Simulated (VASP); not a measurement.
Here is the system:

```yaml
crystal:
  lattice:
    - [3.94814, 0.00000, 0.00000]
    - [0.00000, 3.94814, 0.00000]
    - [0.00000, 0.00000, 3.94814]
  atoms:
    - { symbol: K, position: [0.50000, 0.50000, 0.50000] }
    - { symbol: Ta, position: [0.00000, 0.00000, 0.00000] }
    - { symbol: O, position: [0.00000, 0.50000, 0.00000] }
    - { symbol: O, position: [0.50000, 0.00000, 0.00000] }
    - { symbol: O, position: [0.00000, 0.00000, 0.50000] }
```

Level of theory: PBE GGA, VASP's PBE PAW potentials (set 64) (plane waves; VASP). Settings: 400 eV cut-off, 7×7×7 Γ-centred mesh, Gaussian smearing of 0.010 eV, potentials K_sv Ta_pv O.

At this cut-off the stress carries a Pulay error, which pulls relaxed volumes low.

Question: Give the stress tensor in GPa (positive for a compressed cell).

Answer: 
```
8.41  0.00  0.00
0.00  8.41  0.00
0.00  0.00  8.41
```
The pressure is its mean diagonal, 8.41 GPa.

The structure comes from a computed database's KTaO3 entry; how it stands against other phases isn't given here. The cell was not relaxed at this level.
